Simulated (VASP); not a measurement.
VASP runs on SiC (space group P6_3mc) share one base input (PBE GGA, plane waves, VASP's PBE PAW potentials (set 64)) and change the settings named in each case.

**INCAR**
```
PREC = Accurate
LASPH = T   ! aspherical one-centre terms
ISIF = 2   ! forces and stress, cell fixed
NELM = 100   ! most electronic steps
LWAVE = F
GGA = PE   ! PBE
ISMEAR = 0
LCHARG = F
ENCUT = 400   ! plane-wave cut-off (eV)
SYSTEM = SiC
LREAL = F   ! projection in real space or not
EDIFF = 1E-6   ! SCF stop (eV)
SIGMA = 0.01   ! width (eV)
ALGO = Normal
```

### POSCAR
```
SiC
1.0
  3.1067710000   0.0000000000   0.0000000000
 -1.5533850000   2.6905420000   0.0000000000
  0.0000000000   0.0000000000  15.2460410000
Si C
6 6
Cartesian
 -0.0000012201   1.7936955635  12.6997996926
  1.5533872201   0.8968464365   5.0767791926
  1.5533872201   0.8968464365  10.1614863265
 -0.0000012201   1.7936955635   2.5384658265
  0.0000000000   0.0000000000   7.6189040689
  0.0000000000   0.0000000000  15.2419245689
  0.0000000000   0.0000000000  13.3306808692
  0.0000000000   0.0000000000   5.7076603692
 -0.0000012201   1.7936955635  10.7941970280
  1.5533872201   0.8968464365   3.1711765280
  1.5533872201   0.8968464365   8.2560361223
 -0.0000012201   1.7936955635   0.6330156223
```

### KPOINTS
```
Automatic
0
Gamma
  8 8 2
0 0 0
```

POTCAR, in this order: Si C (PBE.64 set). Program: vasp_std.

```json
[
 {"change": "base run", "E(σ→0) (eV/atom)": "-7.5323", "pressure (GPa)": "-3.55"},
 {"change": "ENCUT = 160", "E(σ→0) (eV/atom)": "-7.5293", "pressure (GPa)": "-36.41"},
 {"change": "ENCUT = 200", "E(σ→0) (eV/atom)": "-7.5641", "pressure (GPa)": "-27.50"},
 {"change": "ENCUT = 240", "E(σ→0) (eV/atom)": "-7.5312", "pressure (GPa)": "-19.85"},
 {"change": "ENCUT = 280", "E(σ→0) (eV/atom)": "-7.5208", "pressure (GPa)": "-13.14"},
 {"change": "ENCUT = 320", "E(σ→0) (eV/atom)": "-7.5343", "pressure (GPa)": "(withheld)"},
 {"change": "ENCUT = 360", "E(σ→0) (eV/atom)": "-7.5327", "pressure (GPa)": "(withheld)"},
 {"change": "ENCUT = 460", "E(σ→0) (eV/atom)": "-7.5309", "pressure (GPa)": "-2.54"},
 {"change": "ENCUT = 520", "E(σ→0) (eV/atom)": "-7.5299", "pressure (GPa)": "-2.44"},
 {"change": "ENCUT = 600", "E(σ→0) (eV/atom)": "-7.5306", "pressure (GPa)": "-2.57"},
 {"change": "ENCUT = 700", "E(σ→0) (eV/atom)": "-7.5320", "pressure (GPa)": "-2.62"},
 {"change": "ENCUT = 800", "E(σ→0) (eV/atom)": "-7.5329", "pressure (GPa)": "-2.55"}
]
```

Task: What belongs in the gaps?

Result: 
- ENCUT = 320, pressure (GPa): -8.16
- ENCUT = 360, pressure (GPa): -5.20

Energies of different potentials or functionals have different zeros.  The base run's pressure lies -1.00 GPa from that at 800 eV (Pulay error).

Left out are runs that ran out of time, are held back, or changed the cell or the kind of run, fixed moments of cells without a moment, rows past the twelfth, gaps on odd meshes, pressures of charged cells and columns that move by less than the noise.

The structure comes from a computed database's SiC entry; how it stands against other phases isn't given here. The cell was not relaxed at this level, its lattice was scaled by up to 2.5 %.
